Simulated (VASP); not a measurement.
Here is the system:

```yaml
crystal:
  lattice:
    - [1.95814, -3.39160, 0.00000]
    - [1.95814, 3.39160, 0.00000]
    - [0.00000, 0.00000, 6.09918]
  atoms:
    - { symbol: La, position: [0.33333, 0.66667, 0.24593] }
    - { symbol: La, position: [0.66667, 0.33333, 0.75407] }
    - { symbol: O, position: [0.00000, 0.00000, 0.00000] }
    - { symbol: O, position: [0.33333, 0.66667, 0.64623] }
    - { symbol: O, position: [0.66667, 0.33333, 0.35377] }
```

All values below come from PBE GGA with D4 dispersion, VASP's PBE PAW potentials (set 64) (plane waves; VASP 6.6.1). Numerical set-up: 520 eV cut-off, 7×7×4 Γ-centred mesh, tetrahedra with Blöchl corrections, potentials La O.

The cores are frozen, which limits the accuracy of field gradients.

Problem. Give the principal components of the electric field gradient (V/Å²) and the asymmetry η at each nucleus.

Solution. 
```json
[
 {"atom": "La1", "Vxx": "-58.0", "Vyy": "-58.0", "Vzz": "116.0", "η": "0.00"},
 {"atom": "La2", "Vxx": "-58.0", "Vyy": "-58.0", "Vzz": "116.0", "η": "0.00"},
 {"atom": "O3", "Vxx": "4.4", "Vyy": "4.4", "Vzz": "-8.9", "η": "0.00"},
 {"atom": "O4", "Vxx": "-4.5", "Vyy": "-4.5", "Vzz": "9.0", "η": "0.00"},
 {"atom": "O5", "Vxx": "-4.5", "Vyy": "-4.5", "Vzz": "9.0", "η": "0.00"}
]
```

The compound is La2O3 in the a-type structure. It was relaxed first.
